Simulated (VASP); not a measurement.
Wanted: the native input for a VASP 6.6.1 run.

```
Task                   : single point
Functional             : PBE
Potentials or basis    : VASP PAW PBE potentials, release 64 (H, Pb_d, N, O)
Cutoff                 : 520 eV
k mesh                 : 7 × 5 × 5
Occupations            : fermi-dirac, width 0.05 eV
Spin                   : no spin polarisation
Further INCAR settings : ALGO = Normal; EDIFF = 1e-07; NBANDS = 31
```

The structure of HPbNO4 lies in POSCAR:

```
HPbNO4
1.0
    3.8540400000      0.1438400000      0.0901200000
   -0.2532000000      5.5269800000      0.1647100000
   -0.4819700000     -1.9272000000      5.7202500000
H Pb N O
1 1 1 4
Direct
    0.1091300000      0.6571800000      0.5446300000
    0.6102900000      0.5212700000      0.1510000000
    0.9158000000      0.9626300000      0.9586700000
    0.0138400000      0.1363900000      0.8808400000
    0.7239800000      0.0105700000      0.1285800000
    0.0038900000      0.7373200000      0.8704300000
    0.1192700000      0.5932400000      0.3765100000
```

The cell was built by a generator and needn't be a form met in nature.

The input as run:

INCAR

```
SYSTEM = HPbNO4
ALGO = Normal
EDIFF = 1E-7
ENCUT = 520
GGA = PE
ISIF = 2
ISMEAR = -1
KPAR = 4
LASPH = .TRUE.
LCHARG = .FALSE.
LREAL = .FALSE.
LWAVE = .FALSE.
NBANDS = 31
NELM = 60
PREC = Accurate
SIGMA = 0.05
```

KPOINTS

```
k-points
0
G
  7 5 5
  0 0 0
```

Potentials or basis: VASP PAW PBE potentials, release 64 (H, Pb_d, N, O).

Launch:

```console
$ cat potpaw_PBE.64/H/POTCAR potpaw_PBE.64/Pb_d/POTCAR potpaw_PBE.64/N/POTCAR potpaw_PBE.64/O/POTCAR > POTCAR
$ mpirun -np 4 vasp_std > vasp.out
```

It gave:

- Pressure: 0.5 GPa
- Largest force: 0.422 eV/Å
- Band gap on the k mesh: 3.14 eV, indirect (least direct gap 3.22 eV)

Caveat: the standard files for N, O and F lose accuracy on very short bonds; spin-orbit coupling is left out, which as a rule narrows the gap of such compounds by several tenths of an eV; an odd mesh through Γ misses points on the zone boundary, where band edges often lie.

Run time: 68 s on 4 MPI ranks on Intel(R) Xeon(R) 6975P-C (Granite Rapids) (shared host), peak memory 0.44 GiB a rank.
